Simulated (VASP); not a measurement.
# Rb2As (P4/mmm) in VASP: single point with PBE+D3(BJ)

Aim: the single point of Rb2As with PBE+D3(BJ).

All numbers are computed with VASP 6.6.1; they aren't measurements. Logs are shortened: lines on timing, memory, paths and dates and some standing lists are left out, and cuts for length are marked.

### Step 1. The crystal as given

The structure is tetragonal, space group P4/mmm (No. 123). Conventional cell: a = 4.119 Å, b = 4.119 Å, c = 8.119 Å, α = 90.00°, β = 90.00°, γ = 90.00°. Around Rb (site symmetry 4mm) lie 4 As at 3.47 Å and 1 Rb at 3.76 Å. As (site symmetry 4/mmm) has 8 Rb at 3.47 Å as nearest neighbours.

The cell was built by a generator and needn't be a form met in nature.

### Step 2. Single point, PBE+D3(BJ)

INCAR

```
ALGO     = Fast           # electronic algorithm
EDIFF    = 1E-6           # SCF threshold, eV
ENCUT    = 520            # plane-wave cutoff, eV
GGA      = PE             # functional
ISIF     = 2              # what is computed and relaxed
ISMEAR   = 0              # smearing method
IVDW     = 12             # dispersion correction
LASPH    = T              # aspherical terms in the spheres
LCHARG   = F              # write CHGCAR
LREAL    = F              # projectors in reciprocal space
LWAVE    = F              # write WAVECAR
NBANDS   = 18             # bands
NELM     = 100            # most SCF steps
PREC     = Accurate       # precision mode
SIGMA    = 0.1            # smearing width, eV
```

KPOINTS

```
k-points
0
Gamma
  12 12 6
```

POSCAR

```
Rb2As
1.0
    4.1194992054      0.0000000000      0.0000000000
    0.0000000000      4.1194992054      0.0000000000
    0.0000000000      0.0000000000      8.1187782067
Rb As
2 1
Direct
    0.5000000000      0.5000000000      0.7682087081
    0.5000000000      0.5000000000      0.2317912919
    0.0000000000      0.0000000000      0.0000000000
```

Potentials or basis: VASP PAW PBE potentials, release 64 (Rb_sv, As).

Started as:

```sh
$ cat potpaw_PBE.64/Rb_sv/POTCAR potpaw_PBE.64/As/POTCAR > POTCAR
$ mpirun -np 1 vasp_std > vasp.out
```

OUTCAR:

```text
EDIFF = 1E-6
   ENCUT = 520
   GGA = PE
   ISIF = 2
   ISMEAR = 0
   IVDW = 12
   LASPH = T
   LREAL = F
   NELM = 100
   PREC = Accurate
 IVDW          = 12

 ion  position               nearest neighbor table
   1  0.500  0.500  0.768-   3 3.47   3 3.47   3 3.47   3 3.47   2 3.76   2 4.36   2 5.58   2 5.58
                             2 5.58   2 5.58
   2  0.500  0.500  0.232-   3 3.47   3 3.47   3 3.47   3 3.47   1 3.76   1 4.36   1 5.58   1 5.58
                             1 5.58   1 5.58
   3  0.000  0.000  0.000-   1 3.47   2 3.47   1 3.47   2 3.47   1 3.47   2 3.47   1 3.47   2 3.47

  LATTYP: Found a simple tetragonal cell.
 ALAT       =     4.1194992054
 C/A-ratio  =     1.9708167915

  Lattice vectors:

 A1 = (   4.1194992054,   0.0000000000,   0.0000000000)
 A2 = (   0.0000000000,   4.1194992054,   0.0000000000)
 A3 = (   0.0000000000,   0.0000000000,   8.1187782067)

Analysis of symmetry for initial positions (statically):
=====================================================================
 Subroutine PRICEL returns:
 Original cell was already a primitive cell.

 Routine SETGRP: Setting up the symmetry group for a
 simple tetragonal supercell.

 Subroutine GETGRP returns: Found 16 space group operations
 (whereof 16 operations were pure point group operations)
 out of a pool of 16 trial point group operations.

The static configuration has the point symmetry D_4h.

Analysis of symmetry for dynamics (positions and initial velocities):
=====================================================================
 Subroutine PRICEL returns:
 Original cell was already a primitive cell.

 Routine SETGRP: Setting up the symmetry group for a
 simple tetragonal supercell.

 Subroutine GETGRP returns: Found 16 space group operations
 (whereof 16 operations were pure point group operations)
 out of a pool of 16 trial point group operations.

The dynamic configuration has the point symmetry D_4h.

 Subroutine INISYM returns: Found 16 space group operations
 (whereof 16 operations are pure point group operations),
 and found     1 'primitive' translations

----------------------------------------------------------------------------------------

                                     Primitive cell

  volume of cell :     137.7779

  direct lattice vectors                    reciprocal lattice vectors
     4.119499205  0.000000000  0.000000000     0.242747953  0.000000000  0.000000000
     0.000000000  4.119499205  0.000000000     0.000000000  0.242747953  0.000000000
     0.000000000  0.000000000  8.118778207     0.000000000  0.000000000  0.123171243

  length of vectors
     4.119499205  4.119499205  8.118778207     0.242747953  0.242747953  0.123171243

  position of ions in fractional coordinates (direct lattice)
     0.500000000  0.500000000  0.768208708
     0.500000000  0.500000000  0.231791292
     0.000000000  0.000000000  0.000000000

  ion indices of the primitive-cell ions
   primitive index   ion index
                 1           1
                 2           2
                 3           3

----------------------------------------------------------------------------------------

 KPOINTS: k-points

Automatic generation of k-mesh.
 Grid dimensions read from file:
 generate k-points for:   12   12    6

 Generating k-lattice:

  Cartesian coordinates                     Fractional coordinates (reciprocal lattice)
     0.020228996  0.000000000  0.000000000     0.083333333  0.000000000  0.000000000
     0.000000000  0.020228996  0.000000000     0.000000000  0.083333333  0.000000000
     0.000000000  0.000000000  0.020528540     0.000000000  0.000000000  0.166666667

  Length of vectors
     0.020228996  0.020228996  0.020528540

  Shift w.r.t. Gamma in fractional coordinates (k-lattice)
     0.000000000  0.000000000  0.000000000

 Subroutine IBZKPT returns following result:
 ===========================================

 Found    112 irreducible k-points:

 Following reciprocal coordinates:
            Coordinates               Weight
  0.000000  0.000000  0.000000      1.000000
  0.083333  0.000000  0.000000      4.000000
  0.166667  0.000000  0.000000      4.000000
  0.250000  0.000000  0.000000      4.000000
  0.333333  0.000000  0.000000      4.000000
  0.416667  0.000000  0.000000      4.000000
[... 16 lines left out ...]
  0.333333  0.333333  0.000000      4.000000
  0.416667  0.333333  0.000000      8.000000
 [... further k-points ...]
   k-points           NKPTS =    112   k-points in BZ     NKDIM =    112   number of bands    NBANDS=     18
   number of dos      NEDOS =    301   number of ions     NIONS =      3
   total plane-waves  NPLWV =  61440
   dimension x,y,z NGX =    32 NGY =   32 NGZ =   60
   dimension x,y,z NGXF=    64 NGYF=   64 NGZF=  120
   ions per type =               2   1
   NGX,Y,Z   is equivalent  to a cutoff of  12.91, 12.91, 12.29 a.u.
   NGXF,Y,Z  is equivalent  to a cutoff of  25.83, 25.83, 24.57 a.u.
 SYSTEM =  unknown system
   PREC   = accura    normal or accurate (medium, high low for compatibility)
   ISTART =      0    job   : 0-new  1-cont  2-samecut
   ICHARG =      2    charge: 1-file 2-atom 10-const
   ISPIN  =      1    spin polarized calculation?
   LNONCOLLINEAR =      F non collinear calculations
   LSORBIT =      F    spin-orbit coupling
   LASPH  =      T    aspherical Exc in radial PAW
   ENCUT  =  520.0 eV  38.22 Ry    6.18 a.u.   7.66  7.66 15.10*2*pi/ulx,y,z
   NELM   =    100;   NELMIN=  2; NELMDL= -5     # of ELM steps
   EDIFF  = 0.1E-05   stopping-criterion for ELM
   LREAL  =      F    real-space projection
   EDIFFG = 0.1E-04   stopping-criterion for IOM
   NSW    =      0    number of steps for IOM
   IBRION =     -1    ionic relax: 0-MD 1-quasi-New 2-CG
   NFREE  =      0    steps in history (QN), initial steepest desc. (CG)
   ISIF   =      2    stress and relaxation
   ISYM   =      2    0-nonsym 1-usesym 2-fastsym
   POTIM  = 0.5000    time-step for ionic-motion
   TEBEG  =    0.0;   TEEND  =   0.0 temperature during run
   PSTRESS=    0.0 pullay stress
   NELECT =      23.0000    total number of electrons
   NUPDOWN=      -1.0000    fix difference up-down
   EMIN   =  10.00;   EMAX   =-10.00  energy-range for DOS
   EFERMI =   0.00;   METHOD = LEGACY
   ISMEAR =     0;   SIGMA  =   0.10  broadening in eV -4-tet -1-fermi 0-gaus
   EFERMI_NEDOS =   21; number of points for ismear=-14 and -15
   IALGO  =     68    algorithm
   IMIX   =      4    mixing-type and parameters
     AMIX     =   0.40;   BMIX     =  1.00
     AMIX_MAG =   1.60;   BMIX_MAG =  1.00
  volume/ion in A,a.u.               =      45.93       309.92
  Fermi-wavevector in a.u.,A,eV,Ry     =   0.901414  1.703425 11.055374  0.812547
  Thomas-Fermi vector in A             =   2.024492
   LORBIT       =      0    0 simple, 1 ext, 2 COOP (PROOUT), +10 PAW based schemes
   GGA     = PE    functional components
   LHFCALC =     F    Hartree Fock is set to
   AEXX    =    0.0000 exact exchange contribution
   IVDW    =    12    specifies the selected vdW correction
   LEPSILON=     F    determine dielectric tensor
   LRPA    =     F    only Hartree local field effects (RPA)
 non-spin polarized calculation
 RMM-DIIS sequential band-by-band and
 Gauss-broadening in eV      SIGMA  =   0.10
  energy-cutoff  :      520.00
  volume of cell :      137.78
 maximum number of plane-waves:      3732
 NGX is ok and might be reduce to    32
   NGX = 15   NGY = 15   NGZ = 31

 number of electron      23.0000000 magnetization

 Free energy of the ion-electron system (eV)
  ---------------------------------------------------
  ext. energy  EPLUGINS =         0.00000000
  ---------------------------------------------------
  free energy    TOTEN  =        -6.79182943 eV

  energy without entropy =       -6.78526035  energy(sigma->0) =       -6.78854489

 E-fermi :   0.9262     XC(G=0):  -6.9677

 val. band max:        0.9017752013   @ k =   0.5000   0.1667   0.5000
 cond. band min:       1.0333791226   @ k =   0.0833   0.0833   0.3333
 fundamental gap:      0.1316039213
 Fermi energy:         0.9262320821

 k-point     1 :       0.0000    0.0000    0.0000
  band No.  band energies     occupation
      1     -26.6932      2.00000
      2     -26.6612      2.00000
      3     -11.2717      2.00000
      4     -10.6962      2.00000
      5     -10.6523      2.00000
      6     -10.6523      2.00000
[... 10 lines left out ...]
     17       5.3042      0.00000
     18       5.9928      0.00000

 k-point     2 :       0.0833    0.0000    0.0000
  band No.  band energies     occupation
      1     -26.6918      2.00000
      2     -26.6599      2.00000
      3     -11.2631      2.00000
      4     -10.6938      2.00000
      5     -10.6880      2.00000
      6     -10.6495      2.00000
[... 10 lines left out ...]
     17       5.3142      0.00000
     18       5.8944      0.00000

 k-point     3 :       0.1667    0.0000    0.0000
  band No.  band energies     occupation
      1     -26.6880      2.00000
      2     -26.6563      2.00000
      3     -11.2393      2.00000
      4     -10.7816      2.00000
      5     -10.6897      2.00000
      6     -10.6844      2.00000
[... 10 lines left out ...]
     17       5.5102      0.00000
     18       5.5991      0.00000

 k-point     4 :       0.2500    0.0000    0.0000
  band No.  band energies     occupation
      1     -26.6828      2.00000
      2     -26.6515      2.00000
      3     -11.2065      2.00000
      4     -10.9014      2.00000
      5     -10.7756      2.00000
      6     -10.6776      2.00000
[... 375 lines left out ...]
      4     -11.0613      2.00000
      5     -10.9119      2.00000
      6     -10.7930      2.00000
[... 10 lines left out ...]
     17       5.3446      0.00000
     18       5.8590      0.00000

 k-point    23 :       0.3333    0.3333    0.0000
  band No.  band energies     occupation
      1     -26.6628      2.00000
      2     -26.6326      2.00000
      3     -11.0898      2.00000
      4     -10.9450      2.00000
      5     -10.8903      2.00000
      6     -10.8247      2.00000
[... 10 lines left out ...]
     17       5.7333      0.00000
     18       6.3619      0.00000

 k-point    24 :       0.4167    0.3333    0.0000
  band No.  band energies     occupation
      1     -26.6592      2.00000
      2     -26.6291      2.00000
      3     -11.0692      2.00000
      4     -10.9901      2.00000
      5     -10.8883      2.00000
      6     -10.8747      2.00000
[... 10 lines left out ...]
     17       5.9275      0.00000
     18       6.1704      0.00000

 [... further k-points ...]

------------------------ aborting loop because EDIFF is reached ----------------------------------------

 Edisp (eV)   -0.60147

 E8    (eV) :    -0.3147

  FORCE on cell =-STRESS in cart. coord.  units (eV):
  Direction    XX          YY          ZZ          XY          YZ          ZX
  --------------------------------------------------------------------------------------
  -------------------------------------------------------------------------------------
  Total       0.05022     0.05022     0.05183     0.00000     0.00000     0.00000
  in kB       0.58396     0.58396     0.60272     0.00000     0.00000     0.00000
  external pressure =        0.59 kB  Pullay stress =        0.00 kB

 VOLUME and BASIS-vectors are now :
 -----------------------------------------------------------------------------
  energy-cutoff  :      520.00
  volume of cell :      137.78
      direct lattice vectors                 reciprocal lattice vectors
     4.119499205  0.000000000  0.000000000     0.242747953  0.000000000  0.000000000
     0.000000000  4.119499205  0.000000000     0.000000000  0.242747953  0.000000000
     0.000000000  0.000000000  8.118778207     0.000000000  0.000000000  0.123171243

 POSITION                                       TOTAL-FORCE (eV/Angst)
 -----------------------------------------------------------------------------------
      2.05975      2.05975      6.23692         0.000000     -0.000000     -0.009977
      2.05975      2.05975      1.88186        -0.000000      0.000000      0.009977
      0.00000      0.00000      0.00000         0.000000      0.000000      0.000000
 -----------------------------------------------------------------------------------
    total drift:                                0.000000     -0.000000     -0.000000

  FREE ENERGIE OF THE ION-ELECTRON SYSTEM (eV)
  ---------------------------------------------------
  free  energy   TOTEN  =        -7.3933000798 eV

  energy  without entropy=       -7.3867309974  energy(sigma->0) =       -7.39001554
```

Run time: 6.1 min. Hardware: 1 thread of Intel Xeon Platinum 8488C (Sapphire Rapids), shared host; peak memory 0.42 GiB.

Results:

```yaml
Free_energy: -7.3933 eV
Pressure: 0.1 GPa
Largest_force: 0.010 eV/Å
Band_gap_on_the_k_mesh: none (metal or under the smearing width)
Dispersion_energy_per_atom: -0.200 eV
```

Forces in eV/Å, atoms in the order of the input:
```
Rb   0.000  0.000 -0.010
Rb   0.000  0.000  0.010
As   0.000  0.000  0.000
```

Caveat: pairwise dispersion overbinds metals, which lowers pressure and volume.
